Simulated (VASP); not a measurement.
Calculation: PBE GGA, VASP's PBE PAW potentials (set 64) (plane waves; VASP).

VASP ran on this input.

INCAR:
```
ENCUT = 480   ! plane-wave cut-off (eV)
ISIF = 3
NELM = 100
SIGMA = 0.05   ! width (eV)
LCHARG = F
GGA = PE
LASPH = T   ! aspherical one-centre terms
ALGO = Normal
EDIFFG = -0.01   ! ionic stop
LREAL = F   ! projection in real space or not
ISMEAR = 0
IBRION = 2   ! conjugate gradients
EDIFF = 1E-6   ! SCF stop (eV)
SYSTEM = CdTe
LMAXMIX = 4   ! l cut-off of mixed one-centre charges
PREC = Accurate
LWAVE = F
NSW = 60
```

### KPOINTS
```
Automatic mesh
0
G
6 6 6
```

File POSCAR:
```
CdTe
1.0
  0.0000000000   3.3105368198   3.3105368198
  3.3105368198   0.0000000000   3.3105368198
  3.3105368198   3.3105368198   0.0000000000
Cd Te
1 1
Direct
  0.0000000000   0.0000000000   0.0000000000
  0.2500000000   0.2500000000   0.2500000000
```

POTCAR, in this order: Cd Te (PBE.64 set). Program: vasp_std.

What VASP printed:

**OUTCAR**
```
 ion  position               nearest neighbor table
   1  0.000  0.000  0.000-   2 2.87   2 2.87   2 2.87   2 2.87
   2  0.250  0.250  0.250-   1 2.87   1 2.87   1 2.87   1 2.87
  LATTYP: Found a face centered cubic cell.
 ALAT       =     6.6210736396
 Subroutine PRICEL returns:
 Original cell was already a primitive cell.
 Subroutine GETGRP returns: Found 24 space group operations
The static configuration has the point symmetry T_d .
The dynamic configuration has the point symmetry T_d .
 Subroutine INISYM returns: Found 24 space group operations
 Subroutine IBZKPT returns following result:
 Found     16 irreducible k-points:

 Following reciprocal coordinates:
            Coordinates               Weight
  0.000000  0.000000  0.000000      1.000000
  0.166667  0.000000  0.000000      8.000000
  0.333333  0.000000  0.000000      8.000000
  0.500000  0.000000  0.000000      4.000000
  0.166667  0.166667  0.000000      6.000000
  0.333333  0.166667  0.000000     24.000000
  0.500000  0.166667  0.000000     24.000000
 -0.333333  0.166667  0.000000     24.000000
 -0.166667  0.166667  0.000000     12.000000
  0.333333  0.333333  0.000000      6.000000
  0.500000  0.333333  0.000000     24.000000
 -0.333333  0.333333  0.000000     12.000000
  0.500000  0.500000  0.000000      3.000000
  0.500000  0.333333  0.166667     24.000000
 -0.333333  0.333333  0.166667     24.000000
 -0.333333  0.500000  0.166667     12.000000
   k-points           NKPTS =     16   k-points in BZ     NKDIM =     16   number of bands    NBANDS=     13
   number of dos      NEDOS =    301   number of ions     NIONS =      2
   total plane-waves  NPLWV =  46656
   dimension x,y,z NGX =    36 NGY =   36 NGZ =   36
   dimension x,y,z NGXF=    72 NGYF=   72 NGZF=   72
   ions per type =               1   1
   PREC   = accura    normal or accurate (medium, high low for compatibility)
   ISTART =      0    job   : 0-new  1-cont  2-samecut
...
```

File OSZICAR:
```
       N       E                     dE             d eps       ncg     rms          rms(c)
DAV:   1     0.991551299851E+02    0.99155E+02   -0.79933E+03   416   0.112E+03
DAV:   2    -0.963601897018E+00   -0.10012E+03   -0.96580E+02   471   0.266E+02
DAV:   3    -0.500511124141E+01   -0.40415E+01   -0.40340E+01   501   0.567E+01
DAV:   4    -0.504350109416E+01   -0.38390E-01   -0.38385E-01   574   0.490E+00
DAV:   5    -0.504361151989E+01   -0.11043E-03   -0.11043E-03   506   0.250E-01    0.510E+00
DAV:   6    -0.482065416711E+01    0.22296E+00   -0.47010E-01   466   0.858E+00    0.421E+00
DAV:   7    -0.480562991294E+01    0.15024E-01   -0.11627E-01   466   0.246E+00    0.167E+00
DAV:   8    -0.480649608886E+01   -0.86618E-03   -0.99178E-03   431   0.136E+00    0.477E-01
DAV:   9    -0.480685236462E+01   -0.35628E-03   -0.10054E-03   481   0.358E-01    0.102E-01
DAV:  10    -0.480692170939E+01   -0.69345E-04   -0.12591E-04   436   0.117E-01    0.515E-02
DAV:  11    -0.480696775142E+01   -0.46042E-04   -0.88060E-05   434   0.636E-02    0.347E-02
DAV:  12    -0.480696659285E+01    0.11586E-05   -0.34325E-06   491   0.160E-02    0.196E-02
DAV:  13    -0.480696645670E+01    0.13615E-06   -0.64191E-07   313   0.447E-03
   1 F= -.48069665E+01 E0= -.48069665E+01  d E =-.480697E+01
       N       E                     dE             d eps       ncg     rms          rms(c)
DAV:   1    -0.480749324645E+01   -0.52665E-03   -0.10740E-02   461   0.134E+00    0.169E-01
DAV:   2    -0.480704208067E+01    0.45117E-03   -0.12299E-03   451   0.543E-01    0.556E-02
DAV:   3    -0.480699239512E+01    0.49686E-04   -0.12012E-04   436   0.118E-01    0.471E-02
DAV:   4    -0.480698216797E+01    0.10227E-04   -0.12496E-05   451   0.280E-02    0.881E-03
DAV:   5    -0.480698116055E+01    0.10074E-05   -0.13703E-06   218   0.157E-02    0.541E-03
DAV:   6    -0.480698081399E+01    0.34657E-06   -0.51919E-07   213   0.742E-03
   2 F= -.48069808E+01 E0= -.48069808E+01  d E =-.143573E-04
```

OUTCAR:
```
------------------------ aborting loop because EDIFF is reached ----------------------------------------
  FORCE on cell =-STRESS in cart. coord.  units (eV):
  Direction    XX          YY          ZZ          XY          YZ          ZX
  --------------------------------------------------------------------------------------
  Total       -0.0014649     -0.0014649     -0.0014649     -0.0000000      0.0000000      0.0000000
  in kB       -0.0322863     -0.0322863     -0.0322863     -0.0000000      0.0000000      0.0000000
  external PRESSURE =      -0.0322863 kB  Pullay stress =       0.0000000 kB
  volume of cell :       72.69
      direct lattice vectors                 reciprocal lattice vectors
    -0.000000000  3.312471841  3.312471841    -0.150944679  0.150944679  0.150944679
     3.312471841  0.000000000  3.312471841     0.150944679 -0.150944679  0.150944679
     3.312471841  3.312471841 -0.000000000     0.150944679  0.150944679 -0.150944679
  FREE ENERGIE OF THE ION-ELECTRON SYSTEM (eV)
  ---------------------------------------------------
  free  energy   TOTEN  =        -4.8069808140 eV

  energy  without entropy=       -4.8069808140  energy(sigma->0) =       -4.80698081

 reached required accuracy - stopping structural energy minimisation
```
(Selected blocks of OUTCAR.)

**CONTCAR**
```
CdTe
   1.00000000000000
    -0.0000000000000000    3.3124718405779325    3.3124718405779325
     3.3124718405779325    0.0000000000000000    3.3124718405779325
     3.3124718405779325    3.3124718405779325   -0.0000000000000000
  Cd              Te
     1     1
Direct
     1.0000000000000000    1.0000000000000000    1.0000000000000000
     0.2500000000000000    0.2500000000000000    0.2500000000000000
```

OUTCAR:
```
 val. band max:        1.7751439161   @ k =   0.0000   0.0000   0.0000

 cond. band min:       2.3469040328   @ k =   0.0000   0.0000   0.0000


 Fermi energy:         1.9908474534

 k-point     1 :       0.0000    0.0000    0.0000
  band No.  band energies     occupation
      1      -9.0425      2.00000
      2      -6.3109      2.00000
      3      -6.3109      2.00000
      4      -6.3109      2.00000
      5      -6.0964      2.00000
      6      -6.0964      2.00000
      7       1.7751      2.00000
      8       1.7751      2.00000
      9       1.7751      2.00000
     10       2.3469      0.00000
     11       6.4131      0.00000
     12       6.4131      0.00000
     13       6.4131      0.00000

 k-point     2 :       0.1667    0.0000    0.0000
  band No.  band energies     occupation
      1      -8.9574      2.00000
      2      -6.2956      2.00000
      3      -6.2956      2.00000
      4      -6.2341      2.00000
      5      -6.0972      2.00000
      6      -6.0972      2.00000
      7       0.1178      2.00000
      8       1.5766      2.00000
      9       1.5766      2.00000
     10       3.4702      0.00000
     11       6.4696      0.00000
     12       6.7224      0.00000
     13       6.7224      0.00000

 k-point     3 :       0.3333    0.0000    0.0000
  band No.  band energies     occupation
      1      -8.7882      2.00000
      2      -6.2692      2.00000
      3      -6.2692      2.00000
      4      -6.0938      2.00000
      5      -6.0938      2.00000
      6      -5.9926      2.00000
      7      -1.5530      2.00000
      8       1.2399      2.00000
      9       1.2399      2.00000
     10       3.6165      0.00000
     11       7.0022      0.00000
     12       7.0022      0.00000
     13       7.8561      0.00000

 k-point     4 :       0.5000    0.0000    0.0000
  band No.  band energies     occupation
      1      -8.7054      2.00000
      2      -6.2588      2.00000
      3      -6.2588      2.00000
...
```

Unless said otherwise, spin-orbit coupling is left out, though it shifts the bands of the heavy elements here.

The compound is CdTe in the zinc blende structure. This run relaxes it. Symmetry was kept, so distortions that lower it aren't found. The start is the result of an earlier pass.
